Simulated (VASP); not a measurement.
Here is the system:

```yaml
crystal:
  lattice:
    - [0.00000, 2.39842, 2.39842]
    - [2.39842, 0.00000, 2.39842]
    - [2.39842, 2.39842, 0.00000]
  atoms:
    - { symbol: Be, position: [0.00000, 0.00000, 0.00000] }
    - { symbol: S, position: [0.25000, 0.25000, 0.25000] }
```

These are LDA (Ceperley-Alder, Perdew-Zunger), VASP's LDA PAW potentials (set 64) (plane waves; VASP) values and carry that method's errors. Settings: 400 eV cut-off, 10×10×10 Γ-centred mesh, Gaussian smearing of 0.010 eV, potentials Be S.

Question: The job: BeS (zinc blende), 2 atoms, LDA, DFPT for ε, Born charges and Γ modes, 400 eV, 10×10×10 Γ-centred mesh. Roughly how much core time does it take on a busy server core?

Answer: About 2 core-minutes (one run on a shared machine, a rough figure). It had 47 irreducible k-points, 8 bands, up to 531 plane waves and 124 electronic steps.

The compound is BeS in the zinc blende structure. It was relaxed first.
